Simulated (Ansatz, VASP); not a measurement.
# PbS2: VASP beside Ansatz

Wanted: the spread between two codes on one cell, functional and k mesh. The cell is generated by rule, not measured, and may not be a known phase. The cell is taken from a series of runs on this material, whose earlier steps may have relaxed, scaled, displaced or heated it; both programs get it as it stands.

Calculated with Ansatz 0.2.0; plane waves, with VASP 6.6.1 beside it; zone-centre phonons at PBEsol.

The structure was built from a prototype and need not be the compound's stable phase.

## Step 1: Starting point

The structure is tetragonal, space group P4_2/nmc (No. 137). Conventional cell: a = 4.100 Å, b = 4.100 Å, c = 9.016 Å, α = 90.00°, β = 90.00°, γ = 90.00°. Pb has 4 S at 2.56 Å nearest. Nearest to S lie 2 Pb at 2.56 Å. Farther neighbours and most contacts between anions are not listed.

## Step 2: Ansatz: zone-centre phonons, PBEsol

Ansatz runs on its default PAW (the set named soft_2) files.

Second derivatives magnify differences that forces hide, and they need a tight electronic threshold.

The input, input.yaml:

```yaml
crystal:
  lattice:
    - [4.0995066559, 0.0, 0.0]
    - [0.0, 4.0995066559, 0.0]
    - [0.0, 0.0, 9.0163318224]
  atoms:
    - { symbol: Pb, position: [0.5, 0.5, 0.5] }
    - { symbol: Pb, position: [0.0, 0.0, 0.0] }
    - { symbol: S, position: [0.0, 0.5, 0.8306711835] }
    - { symbol: S, position: [0.5, 0.0, 0.1693288165] }
    - { symbol: S, position: [0.0, 0.5, 0.3306711835] }
    - { symbol: S, position: [0.5, 0.0, 0.6693288165] }
kpoints:
  mp_grid: { grid: [8, 8, 4] }
hamiltonian:
  xc: pbesol
scf:
  occupations: { method: methfessel_paxton, width: 0.15 }
output:
  eigenvalues: true
phonons:
  method: dfpt
```

On the command line:

```
> ansatz run input.yaml --threads 4 --pin off --max-ram 7168MiB --backend cpu --events-out ev --progress --plain --runs-dir out
```

Numbers of over 12 decimals in the logs are rounded to 6 here.

The log of the run:

```text
zone centre: on kpoints.mp_grid the ground state, and the responses unless they are solved on pairs of k-points, stand on 75 of the mesh's 256 k-points, reduced under 4 symmetry operations, with k and −k counted as one. Each operation leaves every solved displacement unchanged or reverses it
Engine: ansatz 0.2.0, aarch64-unknown-linux-gnu
Pseudopotentials: kind: paw
Pseudopotential: Pb, paw, valence charge 14, recommended cutoff 420 eV (normal), Pb.paw.azcp
Pseudopotential: S, paw, valence charge 6, recommended cutoff 420 eV (normal), S.paw.azcp
Functional definition: PBEsol
  exchange = pbesol_x
  correlation = pbesol_c
Crystal: 6 atoms, lattice volume = 151.528 Å³
Basis set: ecut = 420 eV, 2975 PW (Γ), exchange–correlation on 60×60×128 points (8 copies of the dense FFT grid, shifted against one another)
Bands: 32, of which v1, the nominal top of the filled ones, is band 26 counted from 1 (25 counted from 0)
Symmetry: 16 space group operations
k-points: 75 of 256 (irreducible under 4 space group operations, time reversal used)
Non-local potential: Pb, projectors of the file, l = 0: 2, l = 1: 2, l = 2: 2, l = 3: 2
Non-local potential: S, projectors of the file, l = 0: 2, l = 1: 2, l = 2: 2
PAW form: soft (Blöchl's): semilocal exchange-correlation on the pseudo side does not see the compensation charge
PAW frozen core: Pb, regenerated for the run's functional, and the local potential with it (the file was generated under x = pbe(κ = 0.804, μ = 0.219515), c = pbe(β = 0.066725))
PAW frozen core: S, regenerated for the run's functional, and the local potential with it (the file was generated under x = pbe(κ = 0.804, μ = 0.219515), c = pbe(β = 0.066725))
PAW one-centre angular grid: Pb, 590 points (default); XC on 64 Gauss nodes
PAW one-centre angular grid: S, 110 points (default); XC on 64 Gauss nodes
Initial density: superposition of atomic densities (neutral atoms: chi_scale 0, normalization atom), corrected by the library's trained network
Initial wavefunctions: pseudopotential atomic-orbital guess
Functional: x = pbesol(κ = 0.804, μ = 0.123457), c = pbesol(β = 0.046)
SCF iter   1: F=—  HF=-27049.114370 eV  |F-HF|=—  |Δ(HF+E_count)|=         —  Δρ=5.22e-3  dr2=7.44e-2  ethr=1.77e-3  ⟨swp⟩=6.8  Hψ=11555  notcnv=0
preconditioner: auto → Kerker (q_TF=auto, 2.283 Å⁻¹)  [metal: Δε(μ)=0.042 eV  Ē_g=12.864 eV  σ=0.150 eV  W_gap=0.23  n_scr=38 (ndim 8)  ℏωp=21.8 eV  f_vac=0.006  D(μ)=1.22/eV (n_scr^D=2)]
SCF iter   2: F=—  HF=-27049.100096 eV  |F-HF|=—  |Δ(HF+E_count)|=   1.43e-2  S|Δr|=    0.00e0  Δρ=2.91e-3  dr2=2.38e-2  ethr=1.43e-4  ⟨swp⟩=1.2  Hψ=3024  notcnv=0
SCF iter   3: F=—  HF=-27049.094183 eV  |F-HF|=—  |Δ(HF+E_count)|=   5.91e-3  S|Δr|=    0.00e0  Δρ=4.71e-4  dr2=5.03e-4  ethr=4.58e-5  ⟨swp⟩=2.0  Hψ=3103  notcnv=0
SCF iter   4: F=—  HF=-27049.094387 eV  |F-HF|=—  |Δ(HF+E_count)|=   2.04e-4  S|Δr|=    0.00e0  Δρ=1.28e-4  dr2=3.92e-5  ethr=9.67e-7  ⟨swp⟩=2.1  Hψ=3463  notcnv=0
SCF iter   5: F=—  HF=-27049.094405 eV  |F-HF|=—  |Δ(HF+E_count)|=   1.77e-5  S|Δr|=    0.00e0  Δρ=4.76e-5  dr2=7.65e-6  ethr=7.54e-8  ⟨swp⟩=2.1  Hψ=3199  notcnv=0
SCF iter   6: F=—  HF=-27049.094409 eV  |F-HF|=—  |Δ(HF+E_count)|=   3.80e-6  S|Δr|=    0.00e0  Δρ=1.47e-5  dr2=6.80e-7  ethr=1.47e-8  ⟨swp⟩=2.1  Hψ=3220  notcnv=0
SCF iter   7: F=—  HF=-27049.094410 eV  |F-HF|=—  |Δ(HF+E_count)|=   8.92e-7  S|Δr|=    0.00e0  Δρ=5.66e-6  dr2=8.61e-8  ethr=1.31e-9  ⟨swp⟩=2.4  Hψ=3945  notcnv=0
SCF iter   8: F=—  HF=-27049.094410 eV  |F-HF|=—  |Δ(HF+E_count)|=   2.52e-8  S|Δr|=    0.00e0  Δρ=1.92e-6  dr2=6.79e-9  ethr=1.66e-10  ⟨swp⟩=2.0  Hψ=4128  notcnv=0
SCF iter   9: F=—  HF=-27049.094410 eV  |F-HF|=—  |Δ(HF+E_count)|=   4.74e-9  S|Δr|=    0.00e0  Δρ=6.12e-7  dr2=6.60e-10  ethr=1.31e-11  ⟨swp⟩=2.0  Hψ=3204  notcnv=0
SCF iter  10: F=—  HF=-27049.094410 eV  |F-HF|=—  |Δ(HF+E_count)|=  3.49e-10  S|Δr|=    0.00e0  Δρ=1.80e-7  dr2=4.19e-11  ethr=1.27e-12  ⟨swp⟩=2.0  Hψ=4250  notcnv=0
SCF iter  11: F=-27049.094410 eV  HF=-27049.094410 eV  |F-HF|=7.28e-12  |Δ(HF+E_count)|=  1.09e-11  S|Δr|=    0.00e0  Δρ=3.42e-8  dr2=2.51e-12  ethr=1.00e-12  ⟨swp⟩=10.3  Hψ=14041  notcnv=0
SCF 1 converged in 11 iterations: F = -27049.094410 eV  dr2 = 2.51e-12
  greatest PAW one-centre occupation: 0.980 electrons in one spin orbital (limit 2), on the Pb atom at site 1 (counted from 0), in its partial waves of l = 2
DFPT response loops at Γ: preconditioner auto → Kerker (q_TF=auto, 2.283 Å⁻¹) (partly filled bands, converged f_vac=0.006); β = 1.00, the filter's whole step (`scf.mixing.beta` (0.50) is not read by the response loops under this deck's `scf.mixing.preconditioner`; to damp them name `kerker` or `kerker_dos`, under which they read `scf.mixing.beta`, and type it under 1.00, their step now; both keys bind the ground state too); Broyden in place of MSR1
SCF converged after 11 iterations
Stability not checked: this state was not tested for a lower state beside it, because cold or Methfessel-Paxton smearing, or corrected tetrahedra, fill the levels in a way that the test cannot read (fill_not_monotonic; see scf.lower_state_search)
Free energy (F): -27049.094410 eV
Harris-Foulkes:  -27049.094410 eV  (|F-HF|=7.28e-12)
Internal energy: -27049.094355 eV  (E = F + TS)
E sigma→0 (E₀):  -27049.094396 eV
Entropy (-TS):   -0.000055 eV (-0.009 meV/atom)
Fermi energy:    6.533944 eV
--- Per-component energies (eV) ---
  E_band       = -174.419240
  E_kinetic    = 1000.271626
  E_local      = -3035.755652  (includes V_loc(G=0)·N_el)
  E_nonlocal   = 823.940143
  E_hartree    = 1174.930446
  E_xc         = -815.356172
  E_vxc        = -606.182859  (∫ρ·V_xc dr)
  E_paw        = -22857.830623  (= ΣΔE_a)
  E_vpaw       = -706.553544  (= ΣTr[D̂ρ^β])
  E_aug_tail   = 0.000103  (compensation charges beyond the density's cutoff)
  E_ewald      = -3339.666257
  E_core_change = 0.372030  (= ΣΔE_core)
  E_smearing   = -0.000055  (= −TS)
  E_closure    = -0.000000  (closes the sum)
  Σ components = -27049.094410   (vs F -27049.094410, Δ=0.00e0)
--- Band table (eV; the first three rows and the last of 75) ---
  k-point 0: bands = [... 22 lower, 4.5141, 4.6521, 5.7659, 6.5881, 6.5881, 7.2502, 8.9094, 9.7402, ... 2 higher]
  k-point 1: bands = [... 22 lower, 4.9550, 4.9550, 5.9153, 6.5040, 6.5040, 7.0499, 8.9359, 9.4062, ... 2 higher]
  k-point 2: bands = [... 22 lower, 5.2084, 5.2084, 6.4002, 6.4002, 6.4678, 6.4678, 9.0491, 9.0491, ... 2 higher]
  k-point 74: bands = [... 22 lower, 4.4340, 4.4340, 5.0746, 5.0746, 8.3219, 8.3219, 10.4077, 10.4077, ... 2 higher]
--- Phonons (Γ-DFPT): 5 representative perturbations + reference, on 75 of 256 k-points (Σ response iterations 15) ---
  k mesh reduced under 4 symmetry operations, with k and −k counted as one. Each operation leaves every solved displacement unchanged or reverses it
  ASR residual: 2.936e-5 → 0.000e0 eV/Å²; symmetrization residual: 5.929e-6 eV/Å²
  ASR residual per site (eV/Å²): 2.35e-5 2.35e-5 2.94e-5 2.94e-5 2.94e-5 2.94e-5
  Γ frequencies (cm⁻¹): -56.39 -56.39 0.00 0.00 0.00 40.66 40.66 49.55 49.55 53.49 237.88 238.22 240.04 243.59 259.37 259.37 299.42 299.42
  non-analytic LO–TO correction: not included (Born effective charges unavailable; polar crystals: no LO–TO splitting at Γ)
```

Reading the cycles: dr2 is the Hartree energy of the density residual (eV), the measure of convergence; HF is the Harris–Foulkes estimate of the energy, which meets the free energy F at convergence.

(Part 1 of 3 ends here.)

[Lines on the potential files, build, host, timing and source positions are cut from VASP's logs without a mark.]

[Logs are printed without paths, hosts, clocks, repeated set-up lines and the standing remarks that a program may print on its own settings, such as how far it seeks lower states.]

[Hosts, paths, dates, database ids (printed as entryN), source tags and the programs' standing remarks are cut or masked in the printed files.]
